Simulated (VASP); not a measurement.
Output of a VASP run:

OSZICAR:
```
       N       E                     dE             d eps       ncg     rms          rms(c)
DAV:   1     0.942437047504E+02    0.94244E+02   -0.64434E+03   480   0.112E+03
DAV:   2     0.707204069478E+00   -0.93537E+02   -0.88886E+02   576   0.244E+02
DAV:   3    -0.528256241754E+01   -0.59898E+01   -0.59715E+01   648   0.587E+01
DAV:   4    -0.555329235541E+01   -0.27073E+00   -0.27056E+00   852   0.112E+01
DAV:   5    -0.555451776382E+01   -0.12254E-02   -0.12254E-02   644   0.849E-01    0.284E+00
DAV:   6    -0.546238012982E+01    0.92138E-01   -0.14080E-01   588   0.264E+00    0.205E+00
DAV:   7    -0.546116531646E+01    0.12148E-02   -0.15633E-01   604   0.236E+00    0.920E-01
DAV:   8    -0.547007625733E+01   -0.89109E-02   -0.21150E-02   552   0.117E+00    0.239E-01
DAV:   9    -0.546999516090E+01    0.81096E-04   -0.11162E-03   644   0.206E-01    0.964E-02
DAV:  10    -0.547064899608E+01   -0.65384E-03   -0.95390E-04   540   0.198E-01    0.788E-02
DAV:  11    -0.547069507309E+01   -0.46077E-04   -0.10106E-04   624   0.628E-02    0.142E-02
DAV:  12    -0.547070286865E+01   -0.77956E-05   -0.14622E-05   568   0.333E-02    0.208E-02
DAV:  13    -0.547070551159E+01   -0.26429E-05   -0.34158E-06   600   0.145E-02    0.903E-03
DAV:  14    -0.547070597272E+01   -0.46113E-06   -0.11310E-06   568   0.756E-03    0.129E-03
DAV:  15    -0.547070604012E+01   -0.67403E-07   -0.47748E-08   460   0.167E-03
   1 F= -.54707060E+01 E0= -.54707060E+01  d E =-.742203E-20
```

File OUTCAR:
```
------------------------ aborting loop because EDIFF is reached ----------------------------------------
  FORCE on cell =-STRESS in cart. coord.  units (eV):
  Direction    XX          YY          ZZ          XY          YZ          ZX
  --------------------------------------------------------------------------------------
  Total        0.1838155      0.1838155      0.1838155     -0.0000000     -0.0000000      0.0000000
  in kB        3.3175228      3.3175228      3.3175228     -0.0000000     -0.0000000      0.0000000
  external PRESSURE =       3.3175228 kB  Pullay stress =       0.0000000 kB
  volume of cell :       88.77
      direct lattice vectors                 reciprocal lattice vectors
     0.000000000  3.540649701  3.540649701    -0.141217020  0.141217020  0.141217020
     3.540649701  0.000000000  3.540649701     0.141217020 -0.141217020  0.141217020
     3.540649701  3.540649701  0.000000000     0.141217020  0.141217020 -0.141217020
  FREE ENERGIE OF THE ION-ELECTRON SYSTEM (eV)
  ---------------------------------------------------
  free  energy   TOTEN  =        -5.4707060401 eV

  energy  without entropy=       -5.4707060401  energy(sigma->0) =       -5.47070604
```
(Selected blocks of OUTCAR.)

POSCAR:
```
KI
1
    0.0000000000     3.5406497010     3.5406497010
    3.5406497010     0.0000000000     3.5406497010
    3.5406497010     3.5406497010     0.0000000000
K I
1 1
Direct
  0.0000000000   0.0000000000   0.0000000000
  0.5000000000   0.5000000000   0.5000000000
```

**Question.** Write an INCAR and KPOINTS that could have produced this output.

**Answer.** One answer among several that fit: the input of the run itself, AM05 GGA, plane waves, VASP's PBE PAW potentials (set 64).

**KPOINTS**
```
Automatic mesh
0
Gamma
7 7 7
0 0 0
```

**INCAR**
```
! general
SYSTEM  = KI
PREC    = Accurate
ENCUT   = 520
LREAL   = .FALSE.
LASPH   = .TRUE.

! electronic loop
EDIFF   = 1E-7
NELM    = 100
ALGO    = Normal
LMAXMIX = 4

! smearing
ISMEAR  = 0
SIGMA   = 0.05

! functional
GGA     = AM

! ions
ISIF    = 2

! output
LWAVE   = .FALSE.
LCHARG  = .FALSE.
```

POTCAR, in this order: K_sv I (PBE.64 set). Program: vasp_std.

The compound is KI in the rock salt structure. This cell is one point of a volume scan, at 0.97 of the reference volume.
